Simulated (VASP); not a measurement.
# NbSi with PW91: from relaxation to properties, part 2 of 4

What structure does NbSi take at this level, and what are its properties? The cell is invented: it takes the structure of COD entry 1010654, TaC (space group 225 there), with all of its atoms replaced by other elements, volume scaled by an estimate. It may not be a known or stable phase.

VASP 6.6.1, plane waves and PAW; the level of theory is named at each step.

Still holding for the runs below: This run has no spin polarisation. Its electron count is odd, so without a moment it is a metal by construction.

So far. Step 2 (Relaxing cell and atoms (PW91)): It ends with forces that vanish by symmetry and a pressure of 0.04 GPa. Step 3 (Second relaxation): It ends with forces that vanish by symmetry and a pressure of -0.01 GPa. The volume moved by under 0.01 %: the run met its threshold at the first step.

## (4) Density, ELF and potential (PW91)

Level of this step: PW91; plane waves and PAW (Nb_sv, Si); invented cell (VASP).

The relaxed cell gets a fresh self-consistent run, on a basis set for its own volume, to fix the density and to check the remaining stress.

File INCAR:

```
SYSTEM = NbSi
PREC = Accurate
ENCUT = 400
EDIFF = 1E-06
NELM = 100
ISMEAR = -1
SIGMA = 0.05
LREAL = .FALSE.
ALGO = Normal
GGA = 91
LORBIT = 11
LWAVE = .FALSE.
LCHARG = .TRUE.
ISIF = 2
LELF = .TRUE.
LVHAR = .TRUE.
```

File POSCAR:

```
NbSi
1.0
    0.0000000000      2.5743356119      2.5743356119
    2.5743356119      0.0000000000      2.5743356119
    2.5743356119      2.5743356119      0.0000000000
Nb Si
1 1
Direct
    0.0000000000      0.0000000000      0.0000000000
    0.5000000000      0.5000000000      0.5000000000
```

File KPOINTS:

```
Automatic mesh
0
Gamma
9 9 9
0 0 0
```

Potentials, in the order of the species: Nb_sv and Si (PBE family, release 64).

The run is started by

```
mpirun -np 1 vasp_std
```

The log of the run:

```text
[... set-up lines as in an earlier step ...]
 entering main loop
       N       E                     dE             d eps       ncg     rms          rms(c)
[... 11 cycles as in an earlier step ...]
   1 F= -.16056308E+02 E0= -.16051050E+02  d E =-.105162E-01
```

The job ended after 7.2 s (1 MPI rank of Intel Xeon Platinum 8488C (Sapphire Rapids), shared host; peak memory 0.13 GiB).

Parts of OUTCAR (step 4):

```text
The static configuration has the point symmetry O_h .

 Found     35 irreducible k-points:

   NELECT =      17.0000    total number of electrons

 E-fermi :  10.2016

[... 20 parts as in an earlier step ...]
```

Numbers from this step:

| Item | Value |
| --- | --- |
| SCF cycles | 11 |

Valence electrons inside each PAW sphere by angular momentum. Sphere charges, by row:

| atom | s (e) | p (e) | d (e) | tot (e) |
| --- | --- | --- | --- | --- |
| Nb1 | 2.141 | 5.997 | 2.568 | 10.71 |
| Si2 | 0.792 | 0.964 | 0 | 1.756 |

Electrostatic potential energy in the ac plane of the conventional cell at fractional y = 0.000, with atoms of Nb and Si within 0.2 Å of it. With pseudopotentials it is smooth inside the atoms' cores, unlike the true potential.

Ten even steps from '0' (-87 eV) to '9' (1 eV), each cell a mean:
```
12699510389841
35899855799964
78999998999998
99999999999999
78999866799998
25898522479973
02797311269850
03898411269951
57999643589985
89999987899999
99999999999999
67999987899986
24799732589852
12698500279731
```
Columns run along a (5.1 Å; values clipped at the 3rd and 97th percentile), rows up along c (5.1 Å), edges of the conventional cell, whose origin can differ from the input's. Atoms in or near the plane, at fractional coordinates: Nb at (0.00, 0.00), Nb at (0.50, 0.50), Si at (0.50, 0.00), Si at (0.00, 0.50).

ELF in the ac plane of the conventional cell at fractional y = 0.000, with atoms of Nb and Si within 0.2 Å of it. It is the smooth field of the valence electrons, not physical close to the nuclei.

Ten even steps from '0' (0.13) to '9' (0.71), each cell a mean:
```
99639831696489
97238987995158
42137899885114
65543334334556
99951267413899
58952799843896
05964998974971
16964899963983
79951589723898
98851144213789
43345566554333
74138999995126
98438965895279
89749710596499
```
Columns run along a (5.1 Å), rows up along c (5.1 Å), edges of the conventional cell, whose origin can differ from the input's. Atoms in or near the plane, at fractional coordinates: Nb at (0.00, 0.00), Nb at (0.50, 0.50), Si at (0.50, 0.00), Si at (0.00, 0.50).

Valence density in the ac plane of the conventional cell at fractional y = 0.000, with atoms of Nb and Si within 0.2 Å of it. It is the smooth field of the valence electrons, not physical close to the nuclei.

Ten even steps from '_' (-0.1 e/Å³) to '@' (6.5 e/Å³), each cell a mean:
```
%%++..________________..--##
==::____________________..--
..________________________..
____________________________
____________..::..__________
__________::++**==..________
________..==%%@@**::________
________..--##%%++..________
__________..--==::__________
____________....____________
____________________________
::..______________________..
**==..__________________::++
@@**::________________..==%%
```
Columns run along a (5.1 Å), rows up along c (5.1 Å), edges of the conventional cell, whose origin can differ from the input's. Atoms in or near the plane, at fractional coordinates: Nb at (0.00, 0.00), Nb at (0.50, 0.50), Si at (0.50, 0.00), Si at (0.00, 0.50).

In this run the pressure is -0.01 GPa, small enough to go on.

## (5) Bands along the symmetry lines (PW91)

The mesh alone shows little of the dispersion and can miss band extrema, so KPOINTS_OPT adds a path through the symmetry points after the self-consistent cycle.

INCAR, as its differences from that of step 4:

```diff
@@ -12,5 +12,2 @@
 LWAVE = .FALSE.
-LCHARG = .TRUE.
-ISIF = 2
-LELF = .TRUE.
-LVHAR = .TRUE.
+LCHARG = .FALSE.
```

POSCAR is that of step 4.

KPOINTS is that of step 4.

File KPOINTS_OPT:

```
Line mode
16
Line-mode
Reciprocal
  0.00000000   0.00000000   0.00000000 GAMMA
  0.50000000   0.00000000   0.50000000 X

  0.50000000   0.00000000   0.50000000 X
  0.50000000   0.25000000   0.75000000 W

  0.50000000   0.25000000   0.75000000 W
  0.37500000   0.37500000   0.75000000 K

  0.37500000   0.37500000   0.75000000 K
  0.00000000   0.00000000   0.00000000 GAMMA

  0.00000000   0.00000000   0.00000000 GAMMA
  0.50000000   0.50000000   0.50000000 L

  0.50000000   0.50000000   0.50000000 L
  0.62500000   0.25000000   0.62500000 U

  0.62500000   0.25000000   0.62500000 U
  0.50000000   0.25000000   0.75000000 W

  0.50000000   0.25000000   0.75000000 W
  0.50000000   0.50000000   0.50000000 L

  0.50000000   0.50000000   0.50000000 L
  0.37500000   0.37500000   0.75000000 K

  0.62500000   0.25000000   0.62500000 U
  0.50000000   0.00000000   0.50000000 X
```

The run is started by

```
mpirun -np 1 vasp_std
```

The log of the run:

```text
[... set-up lines as in an earlier step ...]
 entering main loop
       N       E                     dE             d eps       ncg     rms          rms(c)
[... 11 cycles as in an earlier step ...]
   1 F= -.16056308E+02 E0= -.16051050E+02  d E =-.105162E-01
 Start KPOINTS_OPT (optional k-point list driver)
k-point batch [1-35\160]
       N       E                     dE             ncg
DAV:   1    -0.170258910972E+04   -0.17628E+05      848
DAV:   2    -0.549466812366E+04   -0.37921E+04     1048
DAV:   3    -0.566096743452E+04   -0.16630E+03     1308
DAV:   4    -0.566951932810E+04   -0.85519E+01     1256
DAV:   5    -0.566987773445E+04   -0.35841E+00     1308
DAV:   6    -0.566988930189E+04   -0.11567E-01     1220
DAV:   7    -0.566988977505E+04   -0.47316E-03     1240
DAV:   8    -0.566988981651E+04   -0.41457E-04      876
DAV:   9    -0.566988982027E+04   -0.37605E-05      736
DAV:  10    -0.566988982072E+04   -0.45550E-06      748
[...]
k-point batch [141-160\160]
       N       E                     dE             ncg
DAV:   1     0.755356135307E+04   -0.12910E+05      480
DAV:   2     0.551407404130E+04   -0.20395E+04      604
DAV:   3     0.542747238628E+04   -0.86602E+02      780
DAV:   4     0.542359569865E+04   -0.38767E+01      688
DAV:   5     0.542339824334E+04   -0.19746E+00      788
DAV:   6     0.542339422827E+04   -0.40151E-02      672
DAV:   7     0.542339404301E+04   -0.18526E-03      720
DAV:   8     0.542339402789E+04   -0.15119E-04      540
DAV:   9     0.542339402655E+04   -0.13446E-05      428
DAV:  10     0.542339402640E+04   -0.15125E-06      452
```

The job ended after 21 s (1 MPI rank; peak memory 0.15 GiB).

Parts of OUTCAR (step 5):

```text
   NELECT =      17.0000    total number of electrons

 E-fermi :  10.2016

[... 20 parts as in an earlier step ...]

[... 2 further parts left out ...]
```

Spin-orbit coupling is off here; it would split degenerate levels.

Electronic bands along the path, in eV, zero at the Fermi level; # counts the bands kept:

```
          point      #1     #2     #3     #4     #5     #6
              Γ  -10.61  -1.22  -1.22  -1.22  -0.70  -0.70
0.47 of the way   -9.42  -3.41  -2.21  -1.09  -1.09  -0.26
              X   -8.39  -3.44  -3.13   0.06   0.06   0.36
0.53 of the way   -8.09  -3.48  -3.31  -2.10   0.69   1.71
              W   -7.79  -3.48  -3.48  -3.06   1.61   1.61
0.53 of the way   -7.84  -3.79  -3.49  -2.49   0.58   1.55
              K   -7.87  -3.94  -3.49  -2.07  -0.01   1.48
0.53 of the way   -9.19  -3.27  -2.65  -2.55  -0.41   0.52
              Γ  -10.61  -1.22  -1.22  -1.22  -0.70  -0.70
0.47 of the way   -9.61  -2.88  -2.22  -2.22  -0.28  -0.28
              L   -7.20  -5.85  -3.18  -3.18   1.30   1.30
0.53 of the way   -7.48  -5.14  -3.30  -2.79   0.89   1.25
              U   -7.87  -3.94  -3.49  -2.07  -0.01   1.48
0.53 of the way   -7.83  -3.75  -3.50  -2.59   0.72   1.57
              W   -7.79  -3.48  -3.48  -3.06   1.61   1.61
0.47 of the way   -7.54  -4.92  -3.32  -2.75   1.00   1.17
              L   -7.20  -5.85  -3.18  -3.18   1.30   1.30
0.47 of the way   -7.42  -5.30  -3.27  -2.87   0.99   1.25
              K   -7.87  -3.94  -3.49  -2.07  -0.01   1.48
      jump to U   -7.87  -3.94  -3.49  -2.07  -0.01   1.48
0.47 of the way   -8.22  -3.46  -3.31  -1.18  -0.19   1.82
              X   -8.39  -3.44  -3.13   0.06   0.06   0.36
```

Of the projections kept (Nb, Si), the largest for each band there; the rest of the weight can lie on other orbitals:

| point | #1 | #2 | #3 | #4 | #5 | #6 |
| --- | --- | --- | --- | --- | --- | --- |
| Γ | Si 0.76 | Nb 1.00 | Nb 1.00 | Nb 1.00 | Nb 1.00 | Nb 1.00 |
| X | Si 0.68 | Si 0.68 | Nb 1.00 | Si 0.81 | Si 0.81 | Nb 1.00 |
| W | Si 0.71 | Nb 0.64 | Nb 0.64 | Nb 0.62 | Nb 0.79 | Nb 0.79 |
| K | Si 0.71 | Nb 0.69 | Nb 0.51 | Nb 0.68 | Nb 0.77 | Nb 1.00 |
| Γ | Si 0.76 | Nb 1.00 | Nb 1.00 | Nb 1.00 | Nb 1.00 | Nb 1.00 |
| L | Si 0.87 | Nb 0.60 | Nb 0.72 | Nb 0.72 | Nb 0.99 | Nb 0.99 |

The electronic bands as a text plot (rows in eV, shown from -8.0 to 1.9 only):

```
    1.7 |          ******   *                  ****           **
    1.3 |            **  ***             ******  * ***********
    0.9 |         * *  *  *  *          *   *       *      *
    0.4 |       ** *     * **          *     *  *           *   *
    0.0 |    ******     *     **      *       **             * **
   -0.4 |  **  *             *       *                        * *
   -0.8 |**  **   *           *******
   -1.2 |****                   ****                           *
   -1.6 | **       *            *   *                         *
   -2.0 |  **           *      *    **         *             *
   -2.4 |    **     *  * **   **     **      ** *           *
   -2.9 |   *  *     **    ****        **   *    ******   **
   -3.3 |       ******    ***         *  ******    **********  **
   -3.7 |    *  *   ******   *                 ****          **
   -4.1 |     **        **             *      **   *         *
   -4.5 |                 ***                       *       *
   -4.9 |                               *    *
   -5.3 |                                   *        **    *
   -5.7 |                                ***           ****
   -6.1 |
   -6.6 |
   -7.0 |
   -7.4 |                                ****        *******
   -7.8 |           ********            *    ********       **
         Γ       X    W  K        Γ      L     U  W     L   K|U X
```

There is no gap at this level.

## (6) Density of states (PW91)

A density of states needs more k-points than a total energy; ISMEAR = -5 takes tetrahedra, and LORBIT projects the states on the PAW spheres. The mesh is finer than in the run before.

INCAR, as its differences from that of step 5:

```diff
@@ -5,3 +5,3 @@
 NELM = 100
-ISMEAR = -1
+ISMEAR = -5
 SIGMA = 0.05
@@ -13 +13,2 @@
 LCHARG = .FALSE.
+NEDOS = 2001
```

POSCAR is that of step 5.

File KPOINTS:

```
Automatic mesh
0
Gamma
13 13 13
0 0 0
```

The run is started by

```
mpirun -np 1 vasp_std
```

The log of the run:

```text
[... set-up lines as in an earlier step ...]
 entering main loop
       N       E                     dE             d eps       ncg     rms          rms(c)
DAV:   1     0.103906410411E+03    0.10391E+03   -0.75210E+03  2016   0.109E+03
DAV:   2    -0.114251658829E+02   -0.11533E+03   -0.11140E+03  2416   0.372E+02
DAV:   3    -0.170930023832E+02   -0.56678E+01   -0.55065E+01  3220   0.639E+01
DAV:   4    -0.173279992081E+02   -0.23500E+00   -0.23265E+00  2716   0.131E+01
DAV:   5    -0.173404617737E+02   -0.12463E-01   -0.12430E-01  3324   0.277E+00    0.888E+00
DAV:   6    -0.160381323005E+02    0.13023E+01   -0.57843E+00  3228   0.205E+01    0.259E+00
DAV:   7    -0.160406615994E+02   -0.25293E-02   -0.12044E-01  2592   0.350E+00    0.161E+00
DAV:   8    -0.160412664881E+02   -0.60489E-03   -0.21313E-02  3688   0.121E+00    0.308E-01
DAV:   9    -0.160413053915E+02   -0.38903E-04   -0.71849E-04  2568   0.233E-01    0.132E-01
DAV:  10    -0.160413202751E+02   -0.14884E-04   -0.14285E-04  2676   0.157E-01    0.129E-02
DAV:  11    -0.160413200116E+02    0.26359E-06   -0.47741E-06  2776   0.255E-02
   1 F= -.16041320E+02 E0= -.16041320E+02  d E =0.000000E+00
 -----------------------------------------------------------------------------
|                                                                             |
|           W    W    AA    RRRRR   N    N  II  N    N   GGGG   !!!           |
|           W    W   A  A   R    R  NN   N  II  NN   N  G    G  !!!           |
|           W    W  A    A  R    R  N N  N  II  N N  N  G       !!!           |
|           W WW W  AAAAAA  RRRRR   N  N N  II  N  N N  G  GGG   !            |
|           WW  WW  A    A  R   R   N   NN  II  N   NN  G    G                |
|           W    W  A    A  R    R  N    N  II  N    N   GGGG   !!!           |
|                                                                             |
|     Tetrahedron method does not include variations of the Fermi             |
|     occupations, so forces and stress will be inaccurate. We suggest        |
|     using a different smearing scheme ISMEAR = 1 or 2 for metals in         |
|     relaxations.                                                            |
|                                                                             |
 -----------------------------------------------------------------------------
```

Wall time 20 s (1 MPI rank); peak memory 0.15 GiB.

OUTCAR, selected parts (step 6):

```text
   k-points           NKPTS =     84   k-points in BZ     NKDIM =     84   number of bands    NBANDS=     12

   NELECT =      17.0000    total number of electrons

 E-fermi :  10.2730

 k-point     1 :       0.0000    0.0000    0.0000
  band No.  band energies     occupation
    ...
      6       8.9834      2.00000
      7       8.9834      2.00000
      8       8.9834      2.00000
      9       9.5101      2.00000
     10       9.5101      2.00000
     11      12.6243      0.00000
     12      12.6243      0.00000

  Total       -0.0059423     -0.0059423     -0.0059423     -0.0000000      0.0000000      0.0000000
  in kB       -0.2790210     -0.2790210     -0.2790210     -0.0000000      0.0000000      0.0000000
  external PRESSURE =      -0.2790210 kB  Pullay stress =       0.0000000 kB

 POSITION                                       TOTAL-FORCE (eV/Angst)
 -----------------------------------------------------------------------------------
      0.00000      0.00000      0.00000         0.000000     -0.000000      0.000000
      2.57434      2.57434      2.57434        -0.000000      0.000000     -0.000000
 -----------------------------------------------------------------------------------
    total drift:                                0.000000     -0.000000     -0.000000

  FREE ENERGIE OF THE ION-ELECTRON SYSTEM (eV)
  ---------------------------------------------------
  free  energy   TOTEN  =       -16.0413200116 eV

  energy  without entropy=      -16.0413200116  energy(sigma->0) =      -16.04132001

[... 6 parts as in an earlier step ...]

[... 10 further parts left out ...]
```

With tetrahedra the forces and stress of a metal are not exact derivatives of the energy.

Numbers from this step:

- irreducible k-points: 84
- free energy (TOTEN): -16.04 eV
- Fermi energy: 10.27 eV
- pressure: -0.02790 GPa
- DOS at the Fermi level: 1.477 states/eV/cell

The density of states has structure finer than the step of the table below, so its rows give means over 0.5 eV, whole bins alone (the curve runs from -12.0 to 1.92 eV). Peaks (eV: height): total -7.75: 2.39, -3.34: 3.88, -2.73: 3.70, 1.17: 4.27; Nb d -3.24: 1.35, -2.73: 1.46, 0.80: 1.42, 1.17: 3.23; Si p -4.01: 0.233, -3.34: 0.497, -2.73: 0.623, -0.11: 0.157; Nb s -8.43: 0.0355, -4.72: 0.0648, 0.80: 0.0343, 1.27: 0.0224; Si s -7.75: 0.962.

States under -12.0 eV and over 1.9 eV are left out. Density of states against energy, zero at the Fermi level; means over each step; values in states/eV/cell:

```csv
energy (eV),total,Nb d,Si p,Nb s,Si s
-11.0,0,0,0,0,0
-10.5,0.0679,0,1.9e-4,0.00633,0.0208
-10.0,0.178,3.5e-4,0.00122,0.0152,0.0550
-9.5,0.272,0.00211,0.00279,0.0204,0.0862
-9.0,0.404,0.00843,0.00460,0.0247,0.133
-8.5,0.843,0.0595,0.00659,0.0309,0.303
-8.0,1.60,0.159,0.00722,0.0238,0.623
-7.5,0.664,0.0470,0.00236,0.00489,0.268
-7.0,0,0,0,0,0
-6.5,0,0,0,0,0
-6.0,0.00471,6.3e-4,6.9e-4,3.8e-4,9.7e-5
-5.5,0.232,0.0329,0.0340,0.0174,0.00511
-5.0,0.601,0.0992,0.0894,0.0379,0.0139
-4.5,1.10,0.211,0.169,0.0543,0.0244
-4.0,1.19,0.238,0.192,0.0361,0.0222
-3.5,2.46,0.635,0.341,0.00821,0.0114
-3.0,2.75,1.09,0.391,0.00562,0.00649
-2.5,1.98,0.812,0.309,0.00828,0.00497
-2.0,0.970,0.419,0.135,0.00351,0.00277
-1.5,0.569,0.256,0.0703,0.00150,0.00110
-1.0,0.539,0.273,0.0422,5.8e-4,6.6e-4
-0.5,0.919,0.490,0.0618,0.00190,0.00288
0.0,1.43,0.725,0.116,0.0162,0.00807
0.5,1.64,0.997,0.0735,0.0211,0.00853
1.0,2.23,1.57,0.0567,0.0182,0.0122
1.5,1.53,1.11,0.0381,0.0161,0.00805
```

The finer mesh and the other smearing move the Fermi level by +0.07 eV from the 9×9×9 run, one measure of the sampling error in the zero of the bands above. Of the states within 0.3 eV of the Fermi level, the largest shares in the PAW spheres are Nb d 51 % and Si p 8 %. The rest lies in smaller channels or between the spheres.

## (7) Starting orbitals for the hybrid

This step: PBE; plane waves and PAW (Nb_sv, Si); invented cell (VASP 6.6.1).

A hybrid converges badly from random orbitals, so a cheap semilocal run writes a WAVECAR on the same mesh first.

File INCAR:

```
SYSTEM = NbSi
PREC = Accurate
ENCUT = 400
EDIFF = 1E-05
NELM = 100
ISMEAR = -1
SIGMA = 0.05
LREAL = .FALSE.
ALGO = Normal
GGA = PE
LORBIT = 11
LWAVE = .TRUE.
LCHARG = .FALSE.
```

POSCAR is that of step 6.

File KPOINTS:

```
Automatic mesh
0
Gamma
5 5 5
0 0 0
```

The run is started by

```
mpirun -np 1 vasp_std
```

The log of the run:

```text
[banner, memory and clock lines left out]
running    1 mpi-ranks, on    1 nodes
 distrk:  each k-point on    1 cores,    1 groups
 distr:  one band on    1 cores,    1 groups

 POSCAR found type information on POSCAR NbSi
 POSCAR found :  2 types and       2 ions
 LDA part: xc-table for (Slater+PW92), standard interpolation
 POSCAR, INCAR and KPOINTS ok, starting setup
 FFT: planning ... GRIDC
 FFT: planning ... GRID_SOFT
 FFT: planning ... GRID
 WAVECAR not read
 entering main loop
       N       E                     dE             d eps       ncg     rms          rms(c)
DAV:   1     0.104899972268E+03    0.10490E+03   -0.77530E+03   240   0.110E+03
DAV:   2    -0.118018828642E+02   -0.11670E+03   -0.11265E+03   284   0.380E+02
DAV:   3    -0.171305443377E+02   -0.53287E+01   -0.51862E+01   372   0.654E+01
DAV:   4    -0.173851688274E+02   -0.25462E+00   -0.25046E+00   336   0.140E+01
DAV:   5    -0.174032350409E+02   -0.18066E-01   -0.18047E-01   368   0.352E+00    0.884E+00
DAV:   6    -0.160857862008E+02    0.13174E+01   -0.57143E+00   372   0.205E+01    0.273E+00
DAV:   7    -0.160860911628E+02   -0.30496E-03   -0.11050E-01   304   0.343E+00    0.168E+00
DAV:   8    -0.160861121431E+02   -0.20980E-04   -0.17985E-02   424   0.117E+00    0.292E-01
DAV:   9    -0.160861826576E+02   -0.70514E-04   -0.61282E-04   312   0.235E-01    0.126E-01
DAV:  10    -0.160862285068E+02   -0.45849E-04   -0.10348E-04   292   0.141E-01    0.139E-02
DAV:  11    -0.160862272059E+02    0.13009E-05   -0.29845E-06   180   0.202E-02
   1 F= -.16086227E+02 E0= -.16072956E+02  d E =-.265419E-01
 writing wavefunctions
```

Wall time 2.6 s (1 MPI rank); peak memory 0.13 GiB.

Parts of OUTCAR (step 7):

```text
   k-points           NKPTS =     10   k-points in BZ     NKDIM =     10   number of bands    NBANDS=     12

   NELECT =      17.0000    total number of electrons

 E-fermi :  10.0150

 k-point     1 :       0.0000    0.0000    0.0000
  band No.  band energies     occupation
    ...
      6       9.0065      2.00000
      7       9.0065      2.00000
      8       9.0065      2.00000
      9       9.5429      1.99984
     10       9.5429      1.99984
     11      12.6719      0.00000
     12      12.6719      0.00000

  Total       -0.0561929     -0.0561929     -0.0561929      0.0000000     -0.0000000     -0.0000000
  in kB       -2.6385564     -2.6385564     -2.6385564      0.0000000     -0.0000000     -0.0000000
  external PRESSURE =      -2.6385564 kB  Pullay stress =       0.0000000 kB

  FREE ENERGIE OF THE ION-ELECTRON SYSTEM (eV)
  ---------------------------------------------------
  free  energy   TOTEN  =       -16.0862272059 eV

  energy  without entropy=      -16.0596852744  energy(sigma->0) =      -16.07295624

[... 7 parts as in an earlier step ...]

[... 10 further parts left out ...]
```

This step gave:

- irreducible k-points: 10
- free energy (TOTEN): -16.09 eV
- energy at zero smearing: -16.07 eV
- Fermi energy: 10.02 eV
- pressure: -0.2639 GPa

The run ends at a pressure of -0.26 GPa.

(Part 2 of 4 ends here.)

[Lines on the potential files, build, host, timing and source positions are cut from VASP's logs without a mark.]

[Logs are printed without paths, hosts, clocks, repeated set-up lines and the standing remarks that a program may print on its own settings, such as how far it seeks lower states.]

[Hosts, paths, dates, database ids (printed as entryN), source tags and the programs' standing remarks are cut or masked in the printed files.]

[A measured line is paired with the nearest computed mode of its activity, which favours agreement.]
